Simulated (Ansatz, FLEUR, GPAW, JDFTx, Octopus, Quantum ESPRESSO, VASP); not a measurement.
**PbF2: 8 runs at one level of theory**

```xyz
3
Lattice="0.0000 2.9637 2.9637 2.9637 0.0000 2.9637 2.9637 2.9637 0.0000" Properties=species:S:1:pos:R:3 pbc="T T T"
Pb    0.0000    0.0000    0.0000
F     4.4455    4.4455    4.4455
F     1.4818    1.4818    1.4818
```

Alike in all runs: task single point; functional PBEsol; k mesh 8 × 8 × 8; occupations fermi-dirac, width 0.05 eV; no spin polarisation; no spin-orbit coupling. Pressure is positive in compression and, in plane waves, holds the error of the finite cutoff, which Ansatz's Pulay term estimates and takes out.

```csv
program and potentials,plane-wave cutoff (eV),notes,band gap (eV),pressure (GPa)
"Ansatz, Ansatz PAW",420,"potentials made for PBE, which Ansatz adapts in part; Pulay term of +0.51 GPa included",4.31,-1.08
"GPAW, PAW data sets generated for this functional",800,-,4.23,-2.47
"Octopus, pseudodojo_pbesol (PseudoDojo 0.4, PBEsol)",-,-,4.32,-
"Ansatz, all-electron LAPW, scalar-relativistic",-,-,?,?
"Quantum ESPRESSO, GBRV 1.5 PBEsol",612,-,4.31,-1.35
"FLEUR, all-electron, FLAPW",-,-,4.31,-
"JDFTx, PseudoDojo-SR-PBEsol-0.4.1-standard with smoothed tails",1143,-,4.32,-1.04
"VASP, PBE PAW files F, Pb_d, 520 eV",520,potentials made for PBE,4.30,-1.30
```

Estimate from the other rows what the run with Ansatz, all-electron LAPW, scalar-relativistic gave.

Band gap 4.30 eV; pressure -1.07 GPa. The other rows, which needn't bracket it: band gap 4.23 to 4.32; pressure -2.47 to -1.04.
